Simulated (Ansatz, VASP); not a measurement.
## Be3B2Se: VASP beside Ansatz

File INCAR:

```
SYSTEM = Be3B2Se
PREC     = Accurate       ! precision mode
ENCUT    = 520            ! plane-wave cutoff, eV
EDIFF    = 1E-6           ! SCF threshold, eV
ISMEAR   = 0              ! smearing method
SIGMA    = 0.1            ! smearing width, eV
LREAL    = .FALSE.        ! projectors in reciprocal space
LASPH    = .TRUE.         ! aspherical terms in the spheres
NELM     = 100            ! most SCF steps
ALGO     = Normal         ! electronic algorithm
ISIF     = 2              ! what is computed and relaxed
LWAVE    = .FALSE.        ! write WAVECAR
LCHARG   = .FALSE.        ! write CHGCAR
GGA      = PE             ! functional
NBANDS   = 18             ! bands
```

KPOINTS

```
Automatic mesh
0
G
  6 6 4
  0 0 0
```

The input POSCAR:

```
Be3B2Se
1.0
    3.7932465200      0.0000000000      0.0000000000
   -1.8966232600      3.2850478500      0.0000000000
    0.0000000000      0.0000000000      5.3734472300
Be B Se
3 2 1
Direct
    0.3333333300      0.6666666700      0.5000000000
    0.6666666700      0.3333333300      0.5000000000
    0.0000000000      0.0000000000      0.5000000000
    0.3333333300      0.6666666700      0.0000000000
    0.6666666700      0.3333333300      0.0000000000
    0.0000000000      0.0000000000      0.0000000000
```

Input for Ansatz:

```yaml
crystal:
  lattice:
    - [3.79324652, 0.0, 0.0]
    - [-1.89662326, 3.28504785, 0.0]
    - [0.0, 0.0, 5.37344723]
  atoms:
    - { symbol: Be, position: [0.33333333, 0.66666667, 0.5] }
    - { symbol: Be, position: [0.66666667, 0.33333333, 0.5] }
    - { symbol: Be, position: [0.0, 0.0, 0.5] }
    - { symbol: B, position: [0.33333333, 0.66666667, 0.0] }
    - { symbol: B, position: [0.66666667, 0.33333333, 0.0] }
    - { symbol: Se, position: [0.0, 0.0, 0.0] }
basis:
  ecutwfc: 420
kpoints:
  mp_grid: { grid: [6, 6, 4] }
hamiltonian:
  xc: pbe
scf:
  occupations: { method: gaussian, width: 0.1 }
  lower_state_search: "off"
output:
  forces: true
  stress: true
  eigenvalues: true
```

Alike in both runs: task single point; functional PBE; k mesh 6 × 6 × 4; occupations gaussian, width 0.1 eV; no spin polarisation.

```csv
,VASP,Ansatz
version,VASP 6.6.1,Ansatz 0.2.0
potentials or method,"VASP PAW PBE potentials, release 64 (Be, B, Se)","scalar-relativistic, plane waves, PAW"
plane-wave cutoff (eV),520,420
valence electrons in the cell,18,28
```

```csv
,VASP,Ansatz,Ansatz less VASP
gap on the k mesh at the Fermi level (eV),none,none,-
pressure (GPa),1.8,1.7,-0.13
largest component of the traceless stress (GPa),5.50,5.39,-0.102
```

A gap of «none» marks a metal or a gap that the smearing closes. With one functional, cell and mesh, what is left measures potentials, basis and numerics. The two sets of potentials don't hold the same shells in valence.
